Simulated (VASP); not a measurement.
Output of a VASP run:

File OUTCAR:
```
 ion  position               nearest neighbor table
   1  0.333  0.667  0.250-   2 3.12   2 3.12   2 3.12   2 3.12   2 3.12   2 3.12
   2  0.667  0.333  0.750-   1 3.12   1 3.12   1 3.12   1 3.12   1 3.12   1 3.12
  LATTYP: Found a hexagonal cell.
 ALAT       =     3.1857537344
 C/A-ratio  =     1.5818898906
 Subroutine PRICEL returns:
 Original cell was already a primitive cell.
 Subroutine GETGRP returns: Found 24 space group operations
The static configuration has the point symmetry D_3d.
 The point group associated with its full space group is D_6h.
The dynamic configuration has the point symmetry D_3d.
 Subroutine INISYM returns: Found 24 space group operations
 Subroutine IBZKPT returns following result:
 Found     84 irreducible k-points:

 Following reciprocal coordinates:
            Coordinates               Weight
  0.000000  0.000000  0.000000      1.000000
  0.076923 -0.000000  0.000000      6.000000
  0.153846  0.000000  0.000000      6.000000
  0.230769  0.000000  0.000000      6.000000
  0.307692  0.000000  0.000000      6.000000
  0.384615 -0.000000  0.000000      6.000000
  0.461538 -0.000000  0.000000      6.000000
  0.076923  0.076923  0.000000      6.000000
  0.153846  0.076923  0.000000     12.000000
  0.230769  0.076923  0.000000     12.000000
  0.307692  0.076923  0.000000     12.000000
  0.384615  0.076923  0.000000     12.000000
  0.461538  0.076923  0.000000      6.000000
  0.153846  0.153846  0.000000      6.000000
  0.230769  0.153846  0.000000     12.000000
  0.307692  0.153846  0.000000     12.000000
  0.384615  0.153846  0.000000     12.000000
  0.230769  0.230769  0.000000      6.000000
  0.307692  0.230769  0.000000     12.000000
  0.384615  0.230769  0.000000      6.000000
  0.307692  0.307692  0.000000      6.000000
  0.000000  0.000000  0.142857      2.000000
  0.076923 -0.000000  0.142857     12.000000
  0.153846  0.000000  0.142857     12.000000
  0.230769  0.000000  0.142857     12.000000
  0.307692  0.000000  0.142857     12.000000
  0.384615 -0.000000  0.142857     12.000000
  0.461538 -0.000000  0.142857     12.000000
  0.076923  0.076923  0.142857     12.000000
  0.153846  0.076923  0.142857     24.000000
  0.230769  0.076923  0.142857     24.000000
  0.307692  0.076923  0.142857     24.000000
  0.384615  0.076923  0.142857     24.000000
  0.461538  0.076923  0.142857     12.000000
  0.153846  0.153846  0.142857     12.000000
  0.230769  0.153846  0.142857     24.000000
  0.307692  0.153846  0.142857     24.000000
  0.384615  0.153846  0.142857     24.000000
  0.230769  0.230769  0.142857     12.000000
  0.307692  0.230769  0.142857     24.000000
   k-points           NKPTS =     84   k-points in BZ     NKDIM =     84   number of bands    NBANDS=     14
   number of dos      NEDOS =    301   number of ions     NIONS =      2
   total plane-waves  NPLWV =  23040
   dimension x,y,z NGX =    24 NGY =   24 NGZ =   40
   dimension x,y,z NGXF=    48 NGYF=   48 NGZF=   80
   ions per type =               2
   PREC   = accura    normal or accurate (medium, high low for compatibility)
   ISTART =      0    job   : 0-new  1-cont  2-samecut
   ICHARG =      2    charge: 1-file 2-atom 10-const
   ISPIN  =      1    spin polarized calculation?
   LNONCOLLINEAR =      F non collinear calculations
   LSORBIT =      F    spin-orbit coupling
   INIWAV =      1    electr: 0-lowe 1-rand  2-diag
   ENCUT  =  520.0 eV  38.22 Ry    6.18 a.u.   5.92  5.92  9.37*2*pi/ulx,y,z
   NELM   =    100;   NELMIN=  2; NELMDL= -5     # of ELM steps
   EDIFF  = 0.1E-06   stopping-criterion for ELM
   LREAL  =      F    real-space projection
   NLSPLINE    = F    spline interpolate recip. space projectors
   LMAXMIX     =    6 max onsite mixed and CHGCAR
   VOSKOWN=      0    Vosko Wilk Nusair interpolation
   EDIFFG = -.1E-01   stopping-criterion for IOM
   NSW    =     30    number of steps for IOM
...
```

OSZICAR:
```
       N       E                     dE             d eps       ncg     rms          rms(c)
DAV:   1     0.485336921217E+02    0.48534E+02   -0.11710E+04  2368   0.135E+03
DAV:   2    -0.185539030211E+02   -0.67088E+02   -0.65929E+02  2970   0.273E+02
DAV:   3    -0.205319768660E+02   -0.19781E+01   -0.19479E+01  3162   0.311E+01
DAV:   4    -0.205512274186E+02   -0.19251E-01   -0.19233E-01  2712   0.378E+00
DAV:   5    -0.205515564152E+02   -0.32900E-03   -0.32898E-03  3310   0.383E-01    0.658E+01
DAV:   6    -0.200367697227E+02    0.51479E+00   -0.49285E-01  2514   0.545E+00    0.389E+01
DAV:   7    -0.198560708282E+02    0.18070E+00   -0.83004E-01  2514   0.677E+00    0.200E+00
DAV:   8    -0.198464447287E+02    0.96261E-02   -0.54843E-02  2580   0.180E+00    0.225E-01
DAV:   9    -0.198465481185E+02   -0.10339E-03   -0.11429E-03  3312   0.272E-01    0.207E-01
DAV:  10    -0.198465355109E+02    0.12608E-04   -0.67146E-05  2688   0.660E-02    0.312E-01
DAV:  11    -0.198465370615E+02   -0.15506E-05   -0.95551E-06  3066   0.256E-02    0.153E-02
DAV:  12    -0.198465374075E+02   -0.34601E-06   -0.74717E-07  3114   0.667E-03    0.105E-02
DAV:  13    -0.198465372244E+02    0.18302E-06   -0.30851E-08  1968   0.154E-03    0.338E-03
DAV:  14    -0.198465371538E+02    0.70653E-07   -0.46591E-09  1716   0.689E-04
   1 F= -.20269293E+02 E0= -.20269126E+02  d E =-.202693E+02
       N       E                     dE             d eps       ncg     rms          rms(c)
DAV:   1    -0.198468024774E+02   -0.26525E-03   -0.14332E-02  2400   0.997E-01    0.105E-01
DAV:   2    -0.198466457772E+02    0.15670E-03   -0.22499E-04  3096   0.119E-01    0.474E-02
DAV:   3    -0.198465962132E+02    0.49564E-04   -0.56674E-05  3142   0.532E-02    0.405E-02
DAV:   4    -0.198465883753E+02    0.78379E-05   -0.19775E-05  3302   0.321E-02    0.180E-02
DAV:   5    -0.198465885551E+02   -0.17985E-06   -0.11671E-06  2724   0.808E-03    0.191E-03
DAV:   6    -0.198465885712E+02   -0.16126E-07   -0.28122E-08  1584   0.131E-03
   2 F= -.20269347E+02 E0= -.20269200E+02  d E =-.533462E-04
```

### OUTCAR
```
------------------------ aborting loop because EDIFF is reached ----------------------------------------
  Edisp (eV):   -0.42276
  FORCE on cell =-STRESS in cart. coord.  units (eV):
  Direction    XX          YY          ZZ          XY          YZ          ZX
  --------------------------------------------------------------------------------------
  Total       0.00697     0.00697     0.00012     0.00000     0.00000     0.00000
  in kB       0.25221     0.25221     0.00439     0.00000     0.00000     0.00000
  external pressure =        0.17 kB  Pullay stress =        0.00 kB
  volume of cell :       44.29
      direct lattice vectors                 reciprocal lattice vectors
     1.593870569 -2.760664769 -0.000000000     0.313701758 -0.181115797  0.000000000
     1.593870569  2.760664769  0.000000000     0.313701758  0.181115797 -0.000000000
     0.000000000  0.000000000  5.033229898     0.000000000 -0.000000000  0.198679580
 POSITION                                       TOTAL-FORCE (eV/Angst)
 -----------------------------------------------------------------------------------
      1.59387      0.92022      1.25831         0.000000     -0.000000      0.000000
      1.59387     -0.92022      3.77492        -0.000000      0.000000      0.000000
 -----------------------------------------------------------------------------------
    total drift:                                0.000000      0.000181     -0.000016
  FREE ENERGIE OF THE ION-ELECTRON SYSTEM (eV)
  ---------------------------------------------------
  free  energy   TOTEN  =       -20.2693467845 eV

  energy  without entropy=      -20.2689069429  energy(sigma->0) =      -20.26920017

 reached required accuracy - stopping structural energy minimisation
```
(Selected blocks of OUTCAR.)

POSCAR:
```
Hf
1
    1.5928768836    -2.7589436547     0.0000000000
    1.5928768836     2.7589436547     0.0000000000
    0.0000000000     0.0000000000     5.0395116263
Hf
2
Direct
  0.3333330000   0.6666670000   0.2500000000
  0.6666670000   0.3333330000   0.7500000000
```

Question: Reconstruct the remaining input files.

Answer: Several could match; the one computed here: the input of the run itself, PBE GGA with D4 dispersion, plane waves, VASP's PBE PAW potentials (set 64).

### INCAR
```
! general
SYSTEM  = Hf
PREC    = Accurate
ENCUT   = 520
LREAL   = .FALSE.
LASPH   = .TRUE.

! electronic loop
EDIFF   = 1E-7
NELM    = 100
ALGO    = Normal
LMAXMIX = 6

! smearing
ISMEAR  = 1
SIGMA   = 0.1

! functional
GGA     = PE
IVDW    = 13

! ions
IBRION  = 2
NSW     = 30
ISIF    = 4
EDIFFG  = -0.01

! output
LWAVE   = .FALSE.
LCHARG  = .FALSE.
```

File KPOINTS:
```
Regular mesh
0
G
 13 13 7
```

POTCAR, in this order: Hf_pv (PBE.64 set). Program: vasp_std.

The compound is Hf in the hcp structure. This run relaxes it. Symmetry was kept, so distortions that lower it aren't found.
